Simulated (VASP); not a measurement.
An input for Quantum ESPRESSO's pw.x (written as the equivalent of a VASP run, and not itself run):

```
&CONTROL
  calculation = 'vc-relax'
  pseudo_dir = './pseudo'
  outdir = './out'
  tprnfor = .true.
  tstress = .true.
  nstep = 60
  forc_conv_thr = 0.00078
/
&SYSTEM
  ibrav = 0
  nat = 8
  ntyp = 3
  ecutwfc = 88
  occupations = 'smearing'
  smearing = 'gaussian'
  degauss = 0.003675
  input_dft = 'pbesol'
/
&ELECTRONS
  conv_thr = 7.3e-08
  electron_maxstep = 100
/
&IONS
/
&CELL
/
ATOMIC_SPECIES
  Be 9.012 Be.upf
  Zn 65.380 Zn.upf
  O 15.999 O.upf
CELL_PARAMETERS angstrom
    -2.0118646    2.0118646    3.9290485
     2.0118646   -2.0118646    3.9290485
     2.0118646    2.0118646   -3.9290485
ATOMIC_POSITIONS crystal
  Be   0.0000000  0.0000000  0.0000000
  Be   0.7500000  0.2500000  0.5000000
  Be   0.2500000  0.7500000  0.5000000
  Zn   0.5000000  0.5000000  0.0000000
  O    0.0837387  0.0837387  0.4414646
  O    0.9162613  0.3577260  0.0000000
  O    0.6422740  0.6422740  0.5585354
  O    0.3577260  0.9162613  0.0000000
K_POINTS automatic
  7 7 7 0 0 0
```

Task: Translate this input to VASP (INCAR, KPOINTS, POSCAR, choice of POTCAR).

Result: Several could match; the one computed here: 
**POSCAR**
```
Be3ZnO4
1
   -2.0118645551     2.0118645551     3.9290485258
    2.0118645551    -2.0118645551     3.9290485258
    2.0118645551     2.0118645551    -3.9290485258
Be Zn O
3 1 4
Direct
  0.0000000000   0.0000000000   0.0000000000
  0.7500000000   0.2500000000   0.5000000000
  0.2500000000   0.7500000000   0.5000000000
  0.5000000000   0.5000000000   0.0000000000
  0.0837386603   0.0837386603   0.4414646191
  0.9162613397   0.3577259589   0.0000000000
  0.6422740411   0.6422740411   0.5585353809
  0.3577259589   0.9162613397   0.0000000000
```

INCAR:
```
SYSTEM = Be3ZnO4
PREC = Accurate
ENCUT = 520
EDIFF = 1E-6
NELM = 100
ALGO = Normal
LREAL = .FALSE.
LASPH = .TRUE.
ISMEAR = 0
SIGMA = 0.05
GGA = PS
LMAXMIX = 4
LWAVE = .FALSE.
LCHARG = .FALSE.
IBRION = 2
ISIF = 3
NSW = 60
EDIFFG = -0.02
```

File KPOINTS:
```
Automatic mesh
0
Gamma
7 7 7
0 0 0
```

POTCAR, in this order: Be Zn O (PBE.64 set). Program: vasp_std.

The two are equivalent in intent, not identical: the potentials are each code's own (VASP's PAW set, PseudoDojo norm-conserving files in pw.x), so ENCUT and ecutwfc are chosen apart and not converted; conv_thr bounds pw.x's estimated SCF error, while EDIFF bounds the energy change between steps; forc_conv_thr acts on force components and is met together with etot_conv_thr.

The structure comes from a computed database's Be3ZnO4 entry (I-42m); how it stands against other phases isn't given here. This run relaxes it. Symmetry was kept, so distortions that lower it aren't found. The start is the result of an earlier pass.
